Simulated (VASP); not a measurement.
A VASP calculation is set up with these files.

**INCAR**
```
# general
SYSTEM        = CsSnI3
PREC          = Accurate
ENCUT         = 300   # plane-wave cut-off (eV)
LREAL         = .FALSE.   # projection in real space or not
LASPH         = .TRUE.   # aspherical one-centre terms

# electronic loop
EDIFF         = 1E-6   # SCF stop (eV)
NELM          = 100
ALGO          = Normal   # blocked Davidson
LMAXMIX       = 4

# smearing
ISMEAR        = -1   # Fermi-Dirac
SIGMA         = 0.01   # width (eV)

# functional
GGA           = PS   # PBEsol
GGA_COMPAT    = .FALSE.

# spin
MAGMOM        = 15*0.0
LSORBIT       = .TRUE.
LNONCOLLINEAR = .TRUE.

# ions
ISIF          = 2   # forces and stress, cell fixed

# output
LWAVE         = .FALSE.
LCHARG        = .FALSE.
LORBIT        = 11
```

### POSCAR
```
CsSnI3
6.220
  1.0000000000   0.0000000000   0.0000000000
  0.0000000000   1.0000000000   0.0000000000
  0.0000000000   0.0000000000   1.0000000000
Cs Sn I
1 1 3
Cart
  0.0000000000   0.0000000000   0.0000000000
  0.5000000000   0.5000000000   0.5000000000
  0.5000000000   0.0000000000   0.5000000000
  0.0000000000   0.5000000000   0.5000000000
  0.5000000000   0.5000000000   0.0000000000
```

**KPOINTS**
```
Automatic mesh
0
G
  3 3 3
```

POTCAR, in this order: Cs_sv Sn_d I (PBE.64 set). Program: vasp_ncl.

Question: Translate this PBEsol+SOC calculation to Quantum ESPRESSO's pw.x.

Answer: One equivalent input (not run):
```
&CONTROL
  calculation = 'scf'
  pseudo_dir = './pseudo'
  outdir = './out'
  tprnfor = .true.
  tstress = .true.
/
&SYSTEM
  ibrav = 0
  nat = 5
  ntyp = 3
  ecutwfc = 72
  occupations = 'smearing'
  smearing = 'fermi-dirac'
  degauss = 0.000735
  input_dft = 'pbesol'
  noncolin = .true.
  lspinorb = .true.
/
&ELECTRONS
  conv_thr = 7.3e-08
  electron_maxstep = 100
/
ATOMIC_SPECIES
  Cs 132.905 Cs.upf
  Sn 118.710 Sn.upf
  I 126.904 I.upf
CELL_PARAMETERS angstrom
     6.2200000    0.0000000    0.0000000
     0.0000000    6.2200000    0.0000000
     0.0000000    0.0000000    6.2200000
ATOMIC_POSITIONS crystal
  Cs   0.0000000  0.0000000  0.0000000
  Sn   0.5000000  0.5000000  0.5000000
  I    0.5000000  0.0000000  0.5000000
  I    0.0000000  0.5000000  0.5000000
  I    0.5000000  0.5000000  0.0000000
K_POINTS automatic
  3 3 3 0 0 0
```
Limits of the translation: the potentials are each code's own (VASP's PAW set, PseudoDojo norm-conserving files, fully relativistic, in pw.x), so ENCUT and ecutwfc are chosen apart and not converted; conv_thr bounds pw.x's estimated SCF error, while EDIFF bounds the energy change between steps.

The structure is a typed CsSnI3 crystal. The cell was not relaxed at this level. The run is one of a series of settings (GGA_COMPAT = .FALSE., LNONCOLLINEAR = .TRUE., LSORBIT = .TRUE., MAGMOM = 0.0 0.0 0.0 0.0 0.0 0.0 0.0 0.0 0.0 0.0 0.0 0.0 0.0 0.0 0.0, program vasp_ncl against the base run), some of them coarse on purpose.
